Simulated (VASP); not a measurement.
```xyz
63
Lattice="10.9371 0.0000 0.0000 0.0000 10.9371 0.0000 0.0000 0.0000 10.9371" Properties=species:S:1:pos:R:3 pbc="T T T"
Si     5.4719     0.0032     0.0036
Si     6.8400     1.3732     1.3754
Si     8.1995     2.7384     0.0054
Si     9.5592     4.1012     1.3773
Si     8.2009     0.0016     2.7366
Si     9.5638     1.3711     4.0971
Si    10.9366     0.0010     0.0003
Si     1.3678     1.3701     1.3690
Si     2.7346     2.7408     0.0072
Si     4.1189     4.0932     1.3820
Si     5.4728     5.4628     0.0106
Si     6.8412     6.8185     1.3814
Si     8.1968     8.1999     0.0071
Si     9.5698     9.5654     1.3667
Si     2.7330     0.0080     2.7412
Si     4.1169     1.3781     4.0970
Si     5.4731     2.7317     2.7363
Si     8.1940     5.4593     2.7406
Si     9.5532     6.8171     4.0953
Si     5.4715     0.0064     5.4650
Si     6.8405     1.3795     6.8179
Si     8.2005     2.7314     5.4592
Si     9.5529     4.0936     6.8156
Si     8.1962     0.0088     8.2024
Si     9.5681     1.3690     9.5690
Si    10.9343     5.4652     0.0046
Si     1.3663     6.8319     1.3753
Si     2.7285     8.2084     0.0106
Si     4.1016     9.5746     1.3748
Si    10.9303     2.7383     2.7375
Si     1.3649     4.0999     4.1004
Si     2.7410     5.4645     2.7480
Si     4.1028     6.8349     4.1162
Si     5.4698     8.1984     2.7440
Si     6.8361     9.5701     4.1007
Si    10.9357     0.0025     5.4649
Si     1.3645     1.3760     6.8337
Si     2.7400     2.7467     5.4658
Si     4.1013     4.1162     6.8358
Si     6.8222     6.8363     6.8363
Si     8.1926     8.1982     5.4672
Si     9.5632     9.5742     6.8341
Si     2.7281     0.0117     8.2095
Si     4.1036     1.3750     9.5731
Si     5.4711     2.7451     8.1970
Si     6.8360     4.1004     9.5711
Si     8.1909     5.4645     8.1967
Si     9.5632     6.8311     9.5721
Si    10.9278     8.1986     2.7404
Si     1.3707     9.5627     4.0921
Si    10.9251     5.4627     5.4626
Si     1.3505     6.8330     6.8344
Si     2.7260     8.2075     5.4870
Si     4.1001     9.5810     6.8368
Si    10.9267     2.7411     8.2013
Si     1.3687     4.0922     9.5661
Si     2.7243     5.4859     8.2105
Si     4.1009     6.8328     9.5848
Si     5.4500     8.2084     8.2113
Si     6.8447     9.5649     9.5660
Si    10.9265     8.2077     8.2083
Si     1.3693     9.5674     9.5676
As     5.5879     5.3501     5.3505
```

All values below come from HSE06 screened hybrid, VASP's PBE PAW potentials (set 64) (plane waves; VASP). Settings: PREC = Normal, LREAL = Auto, ISYM = 0, EDIFF = 1E-5, 400 eV cut-off, 1×1×1 Γ-centred mesh, Gaussian smearing of 0.050 eV, potentials Si As. Starting moments (MAGMOM): 63*0.0476. The cell's moment is fixed (NUPDOWN = 3).

The supercell is sampled at Γ alone, which is coarse: total energies, pressure and levels can be off, energies of defects by several tenths of an eV.

Question: Predict the cell moment, energy per atom (σ→0), largest force.

Answer: 
The cell moment comes out as 3.00 μB and the energy per atom (σ→0) is -6.144 eV/atom. The largest force is 0.304 eV/Å.

Question: Give the moment on each site (PAW-sphere projection).

Answer: 
```tsv
site	moment (μB)
Si1	0.02
Si2	0.01
Si3	0.00
Si4	0.01
Si5	0.00
Si6	0.01
Si7	0.00
Si8	0.00
Si9	0.02
Si10	0.01
Si11	0.00
Si12	0.01
Si13	0.02
Si14	0.00
Si15	0.02
Si16	0.01
Si17	0.23
Si18	0.23
Si19	0.01
Si20	0.00
Si21	0.01
Si22	0.23
Si23	0.01
Si24	0.02
Si25	0.00
Si26	0.02
Si27	0.00
Si28	0.00
Si29	0.00
Si30	0.00
Si31	0.00
Si32	0.00
Si33	0.01
Si34	0.00
Si35	0.00
Si36	0.02
Si37	0.00
Si38	0.00
Si39	0.01
Si40	0.01
Si41	0.00
Si42	0.00
Si43	0.00
Si44	0.00
Si45	0.00
Si46	0.00
Si47	0.00
Si48	0.00
Si49	0.02
Si50	0.02
Si51	0.00
Si52	0.00
Si53	0.01
Si54	0.00
Si55	0.02
Si56	0.02
Si57	0.01
Si58	0.00
Si59	0.01
Si60	0.02
Si61	0.00
Si62	0.00
As63	0.10
```

Only differences to runs with the same potentials and settings are physical.

The cell is a supercell with a defect, built from Si (diamond): As_Si-vac_Si. The cell's shape comes from a PBE relaxation.
